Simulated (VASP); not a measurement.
Here is the system:

```yaml
crystal:
  lattice:
    - [0.00000, 1.81272, 1.81272]
    - [1.81272, 0.00000, 1.81272]
    - [1.81272, 1.81272, 0.00000]
  atoms:
    - { symbol: B, position: [0.00000, 0.00000, 0.00000] }
    - { symbol: N, position: [0.25000, 0.25000, 0.25000] }
```

Computed with PBE GGA, VASP's PBE PAW potentials (set 64) (plane waves; VASP 6.6.1). Run with 520 eV cut-off, Gaussian smearing of 0.050 eV, potentials B N.

**Question.** Give the energies of bands 2 to 7 at the high-symmetry points, in eV from the valence-band maximum.

**Answer.** 
| band | Γ | X | U | L | W |
|---|---|---|---|---|---|
| 2 | 0.00 | -8.86 | -8.08 | -10.61 | -7.55 |
| 3 | 0.00 | -4.86 | -7.59 | -1.92 | -6.90 |
| 4 | 0.00 | -4.86 | -4.04 | -1.92 | -6.45 |
| 5 | 8.78 | 4.45 | 6.88 | 10.03 | 9.56 |
| 6 | 8.78 | 9.18 | 12.79 | 10.66 | 13.20 |
| 7 | 8.78 | 17.79 | 15.71 | 10.66 | 14.45 |

The gap is indirect, 4.45 eV, from the valence maximum at Γ to the conduction minimum at X.

Measured: gap 6.20 eV at 300 K (computed value off by -1.75 eV), as given by arXiv:1206.3780.

The compound is BN in the zinc blende structure. It was relaxed first.
